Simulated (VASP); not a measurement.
Consider the following.

```xyz
1
Lattice="-2.6400 2.6400 2.6400 2.6400 -2.6400 2.6400 2.6400 2.6400 -2.6400" Properties=species:S:1:pos:R:3 pbc="T T T"
K      0.0000     0.0000     0.0000
```

Computed with PBEsol GGA, VASP's PBE PAW potentials (set 64) (plane waves; VASP). Numerical set-up: 520 eV cut-off, 9×9×9 Γ-centred mesh, first-order Methfessel-Paxton smearing of 0.10 eV, potentials K_sv.

Energy and stress use the plane-wave basis of the starting cell.

Question: The ions, cell shape and volume are relaxed. Give the cell that the relaxation ends in.

Answer: 
```xyz
1
Lattice="-2.6055 2.6055 2.6055 2.6055 -2.6055 2.6055 2.6055 2.6055 -2.6055" Properties=species:S:1:pos:R:3 pbc="T T T"
K      0.0000     0.0000     0.0000
```
Space group Im-3m (229), at a tolerance of 0.03 Å.

Question: How do energy and volume change from the first to the last step?

Answer: The energy (σ→0) changes by -1.4 meV/atom and the volume by -3.9 %, in 5 ionic steps.

```
step  E(σ→0) (eV)  max force (eV/Å)  pressure (GPa)  volume (Å³)
----  -----------  ----------------  --------------  -----------
1         -1.1352             0.000           -0.15        73.60
2         -1.1358             0.000           -0.11        72.89
3         -1.1365             0.000           -0.04        71.50
4         -1.1360             0.000            0.12        68.76
5         -1.1366             0.000           -0.01        70.75
```

The compound is K in the bcc structure. This run relaxes it. Symmetry was kept, so distortions that lower it aren't found.
